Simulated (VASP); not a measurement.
**ZrWN2: Wannier functions by SCDM with vdW-DF**

Crystal: ZrWN2.

```xyz
4
Lattice="1.5470 0.8653 5.0246 -1.6571 0.8566 5.0608 -0.0626 -1.8748 5.0705" Properties=species:S:1:pos:R:3 pbc="T T T"
Zr   -0.0864   -0.0764    7.5779
W     0.0000    0.0000    0.0000
N    -0.1290   -0.1141   11.3110
N    -0.0438   -0.0388    3.8449
```

The cell was built by a generator and needn't be a form met in nature.

The cell isn't the ideal one: cell strained at random at fixed volume.

* Program: VASP 6.6.1
* Task: Wannier functions by SCDM
* Functional: vdW-DF
* Potentials or basis: VASP PAW PBE potentials, release 64 (Zr_sv, W_sv, N)
* Cutoff: 520 eV
* k mesh: 5 × 5 × 5
* Occupations: gaussian, width 0.05 eV
* Spin: no spin polarisation
* Further INCAR settings: ALGO = Normal; EDIFF = 1e-07; ISYM = -1

```yaml
Band_gap_along_the_path: none (metal or under the smearing width)
```

Levels at the corners of the path, in eV from the Fermi level:
```
point  band 17  band 18  band 19  band 20  band 21  band 22
    X    -2.13    -1.05     0.72     1.08     3.08     3.41
    Γ    -2.38    -2.14    -1.64     0.07     0.20     1.56
    Γ    -2.38    -2.14    -1.64     0.07     0.20     1.56
    Y    -1.50    -1.24    -1.09    -0.08     0.42     0.74
    L    -4.05     0.50     1.01     1.94     2.20     3.64
    Γ    -2.38    -2.14    -1.64     0.07     0.20     1.56
    Γ    -2.38    -2.14    -1.64     0.07     0.20     1.56
    Z    -2.23    -1.19     0.76     0.97     3.09     3.36
    N    -3.99     0.62     0.95     1.97     2.37     3.60
    Γ    -2.38    -2.14    -1.64     0.07     0.20     1.56
    Γ    -2.38    -2.14    -1.64     0.07     0.20     1.56
    M    -4.22     0.58     0.90     1.82     2.00     3.61
    R    -2.10    -1.00     0.81     1.03     3.15     3.39
    Γ    -2.38    -2.14    -1.64     0.07     0.20     1.56
```

Run time: 10 min on 1 thread of Intel(R) Xeon(R) Platinum 8259CL CPU @ 2.50GHz (Skylake/Cascade Lake), with other jobs on the host, peak memory 0.66 GiB.

Caveat: the k mesh is coarse (spacing up to 0.47 Å⁻¹), so the values aren't converged; spin-orbit coupling is left out, which moves the levels of the heavy elements.
